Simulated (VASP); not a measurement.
All values below come from PBE GGA, VASP's PBE PAW potentials (set 64) (plane waves; VASP).

Input for VASP

**POSCAR**
```
Ag16S
1
    5.8654118103     0.0000000000     0.0000000000
    0.0000000000     5.8654118103     0.0000000000
    0.0000000000     0.0000000000    20.4179376236
Ag S
16 1
Direct
  0.2500000000   0.2500000000   0.3512066507
  0.7500000000   0.2500000000   0.3491992749
  0.2500000000   0.7500000000   0.3491992749
  0.7500000000   0.7500000000   0.3500771272
  0.9981502294   0.9981502294   0.4493436132
  0.5018497706   0.9981502294   0.4493436132
  0.9981502294   0.5018497706   0.4493436132
  0.5018497706   0.5018497706   0.4493436132
  0.2500000000   0.2500000000   0.5473035490
  0.7500000000   0.2500000000   0.5497717817
  0.2500000000   0.7500000000   0.5497717817
  0.7500000000   0.7500000000   0.5545801094
  0.9953750136   0.9953750136   0.6523062503
  0.5046249864   0.9953750136   0.6523062503
  0.9953750136   0.5046249864   0.6523062503
  0.5046249864   0.5046249864   0.6523062503
  0.2500000000   0.2500000000   0.7191349963
```

**KPOINTS**
```
Automatic
0
gamma
  5 5 1
```

**INCAR**
```
SYSTEM = Ag16S
PREC = Normal; ENCUT = 400; LREAL = .FALSE.
LASPH = .TRUE.
EDIFF = 1E-6; NELM = 100; NELMIN = 4
ALGO = Normal; LMAXMIX = 4
ISMEAR = 1; SIGMA = 0.1
GGA = PE
LWAVE = .FALSE.; LCHARG = .FALSE.; LORBIT = 11
LVHAR = .TRUE.
DIPOL = 0.5 0.5 0.5
LDIPOL = .TRUE.; IDIPOL = 3
```

POTCAR, in this order: Ag S (PBE.64 set). Program: vasp_std. Read from the step before: WAVECAR.

Question: Estimate the energy per atom (σ→0), band gap (on the k-mesh).

Answer: 
- energy per atom (σ→0) = -2.651 eV/atom
- band gap (on the k-mesh) = none (metal, semimetal or under 0.01 eV)

### OSZICAR
```
       N       E                     dE             d eps       ncg     rms          rms(c)
DAV:   1    -0.450684229291E+02   -0.45068E+02   -0.34584E-05  1359   0.412E-02    0.943E-03
DAV:   2    -0.450684434704E+02   -0.20541E-04   -0.28384E-04  1559   0.120E-01    0.189E-02
DAV:   3    -0.450684164876E+02    0.26983E-04   -0.14731E-04  1320   0.851E-02    0.243E-03
DAV:   4    -0.450684164029E+02    0.84732E-07   -0.12903E-06   939   0.506E-03
   1 F= -.45068416E+02 E0= -.45065380E+02  d E =-.910920E-02
```

The cell is a thin slab with vacuum, built from Ag (fcc): (100) face, S adsorbed.
